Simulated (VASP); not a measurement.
# Na: Na into a neighbouring Na vacancy, part 5 of 5

Aim: the barrier for one hop in Na: Na into a neighbouring Na vacancy.

VASP 6.6.1; PBEsol; plane waves and PAW (Na).

So far. Step 3 (Relax the start): The run ended after 5 ionic steps, 0.038 eV below its first step, once the forces on the free atoms met EDIFFG = -0.05. Step 4 (Relax the end): The run ended after 5 ionic steps, 0.043 eV below its first step, once the forces on the free atoms met EDIFFG = -0.05.

## 5. Nudged elastic band (continued)

Parts of OUTCAR (step 5):

```text
   NELECT =      53.0000    total number of electrons

  tangential force (eV/A)        -0.016274
  left and right image   0.909053  0.895679 A

  tangential force (eV/A)        -0.086212
  left and right image   0.902778  0.903998 A

 E-fermi :   0.6798

 k-point     1 :       0.2500    0.2500    0.2500
  band No.  band energies     occupation
    ...
     22       0.2914      2.00154
     23       0.3259      2.00425
     24       0.3268      2.00435
     25       0.3268      2.00436
     26       0.4156      2.03196
     27       0.7541      0.26463
     28       0.7544      0.26252
     29       0.7547      0.26016
     30       0.7570      0.24334
     31       0.7572      0.24184
    ...

 POSITION                                       TOTAL-FORCE (eV/Angst)
 -----------------------------------------------------------------------------------
      4.27467     -0.00803     -0.01859         0.020770     -0.005426     -0.002935
      8.30491      0.00560     12.53076        -0.019323     -0.006590     -0.006681
     12.51605      4.27707     -0.02111        -0.002816      0.018785     -0.005554
     -0.00902     -0.02115      4.27297        -0.004331     -0.001760      0.019059
      1.55301      1.55860      1.55095         0.057315      0.054964      0.054612
      4.13455      4.13619     12.56199        -0.020243     -0.020608      0.008417
      4.12975      0.03527      4.12977        -0.017257      0.008765     -0.020493
      6.27833      2.10365      2.10055         0.012912      0.001891     -0.000282
      8.35725      4.17325     12.52152         0.000448      0.003761     -0.004077
      8.34616     12.53089      4.17196         0.000367     -0.004685      0.002798
     10.43876      2.04499      2.04963         0.001278     -0.007768     -0.010761
      0.00525      8.30580     12.52845        -0.008543     -0.019149     -0.006306
      0.03431      4.13299      4.13380         0.008972     -0.019423     -0.020204
      2.09699      6.27606      2.09866         0.002038      0.013835     -0.000257
      4.18491      8.33365     12.53035         0.001830      0.003313     -0.005285
     -0.00051     12.52531      8.29636        -0.004705     -0.006033     -0.019840
      2.10131      2.10073      6.28553         0.000259     -0.000359      0.009037
      4.12956      4.14066      4.13629        -0.019838     -0.022932     -0.021883
      6.27095      6.25381      2.08869        -0.006206     -0.005292     -0.001885
      8.35934      8.34974     12.53237         0.005561      0.006015      0.000644
      4.18531     12.52814      8.34366         0.001921     -0.003826      0.000296
      6.26014      2.09658      6.25510        -0.003354     -0.002085     -0.004505
      8.36086      4.18167      4.17668         0.000003     -0.001966      0.001528
     10.44061      6.27283      2.09416        -0.009937     -0.000138      0.012200
[...]
-----------------------------------------------------------------------------------
    total drift:                                0.008952      0.006786      0.000926

  FREE ENERGIE OF THE ION-ELECTRON SYSTEM (eV)
  ---------------------------------------------------
  free  energy   TOTEN  =       -72.9686122157 eV

  energy  without entropy=      -72.9681646150  energy(sigma->0) =      -72.96846302

  tangential force (eV/A)        -0.089680
  left and right image   0.903013  0.905130 A

[... 6 parts as in an earlier step ...]

[... 6 further parts left out ...]
```

The path, image by image:

| image | path (A) | energy (eV) | Na5: x, y, z (Å) |
| --- | --- | --- | --- |
| 0 | 0.000 | 0.0000 | 2.053, 2.060, 2.051 |
| 1 | 0.903 | 0.0244 | 1.553, 1.559, 1.551 |
| 2 | 1.808 | 0.0717 | 1.042, 1.046, 1.036 |
| 3 | 2.713 | 0.0233 | 0.532, 0.528, 0.526 |
| 4 | 3.616 | 0.0010 | 0.026, 0.027, 0.027 |

Numbers from this step:

| Property | Result |
| --- | --- |
| path length | 3.616 Å |
| barrier | 0.07169 eV |
| barrier in the reverse direction | 0.07069 eV |
| barrier from a spline through the images | 0.07169 eV |
| reaction energy | 0.001001 eV |

What the program prints for this run, and its count of cycles, belong to image 1; the force that counts for the threshold is the band's, across the path.

## 6. Summary of results

| Property | Result |
| --- | --- |
| hop | Na into a neighbouring Na vacancy |
| barrier | 0.0717 eV |
| barrier in the reverse direction | 0.0707 eV |
| barrier from a spline through the images | 0.0717 eV |
| reaction energy | 0.00100 eV |
| path length | 3.62 Å |

In words: The barrier is 0.07 eV forwards and 0.07 eV backwards. A barrier this low is not resolved by the force threshold of the band. Both ends are alike and an image sits at the midpoint, which is the saddle if the path is symmetric. The band met its force threshold after 6 steps. Cell and mesh are small and were not tested. The band started on a straight line, so other routes may lie lower.

[Lines on the potential files, build, host, timing and source positions are cut from VASP's logs without a mark.]

[Logs are printed without paths, hosts, clocks, repeated set-up lines and the standing remarks that a program may print on its own settings, such as how far it seeks lower states.]

[Hosts, paths, dates, database ids (printed as entryN), source tags and the programs' standing remarks are cut or masked in the printed files.]

[Runs that stopped without an error message from VASP are left out.]
